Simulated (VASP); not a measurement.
**AlCl: relaxation of cell and atoms with revPBE**

AlCl:

```
Al Cl
1.0
     0.00000    2.84863    2.84863
     2.84863    0.00000    2.84863
     2.84863    2.84863    0.00000
Al Cl
1 1
Cartesian
  2.8486 2.8486 2.8486
  0.0000 0.0000 0.0000
```

The cell was built by a generator and needn't be a form met in nature.

```yaml
Program: VASP 6.6.1
Task: relaxation of cell and atoms
Functional: revPBE
Potentials_or_basis: VASP PAW PBE potentials, release 64 (Al, Cl)
Cutoff: 600 eV
k_mesh: 8 × 8 × 8
Occupations: fermi-dirac, width 0.05 eV
Spin: no spin polarisation
Further_INCAR_settings: ALGO = Normal; EDIFF = 1e-06; IBRION = 2; EDIFFG = -0.005; NSW = 40; ISIF = 3
```

```
Relaxed volume                         : 29.61 Å³/atom
Relaxed cell                           : a = 4.375 Å, b = 4.375 Å, c = 4.375 Å, α = 60.00°, β = 60.00°, γ = 60.00°
Space group after relaxing (to 0.05 Å) : Fm-3m (No. 225)
Energy gained by relaxing              : 116.3 meV/atom
Ionic steps                            : 4
Pressure after relaxing                : 0.0 GPa
Band gap on the k mesh                 : 0.91 eV, direct
```

Step by step:
```csv
step,energy change (eV),largest force (eV/Å),pressure (GPa),volume (Å³)
1,0.0000,0.0000,6.83,46.23
2,-0.1898,0.0000,2.44,53.14
3,-0.2316,0.0000,0.31,58.36
4,-0.2325,0.0000,0.01,59.22
```

Final structure:
```yaml
crystal:
  lattice:
    - [0.00000, 3.09376, 3.09376]
    - [3.09376, 0.00000, 3.09376]
    - [3.09376, 3.09376, 0.00000]
  atoms:
    - { symbol: Al, position: [0.50000, 0.50000, 0.50000] }
    - { symbol: Cl, position: [0.00000, 0.00000, 0.00000] }
```

Levels at points of the mesh, in eV from the valence-band top:
```csv
k point,band 1,band 2,band 3,band 4,band 5,band 6,band 7,band 8,band 9
"(0.00, 0.00, 0.00)",-15.50,-3.56,-3.37,-3.37,-3.37,4.92,4.92,4.92,6.41
"(0.50, 0.00, 0.00)",-15.32,-5.74,-3.45,-3.45,0.00,0.91,2.93,2.93,7.56
"(0.50, 0.50, 0.00)",-15.27,-4.80,-3.91,-3.91,-2.83,3.74,4.11,4.57,4.57
```

Wall time 12 s on 1 thread of Intel(R) Xeon(R) 6975P-C (Granite Rapids), on a shared host, peak memory 0.18 GiB.

Caveat: the volume moved by over 15 % at a fixed basis, so the end points are rough; the PAW data sets were made with another functional, which shifts forces and pressure a little. A k mesh can miss the band edges.
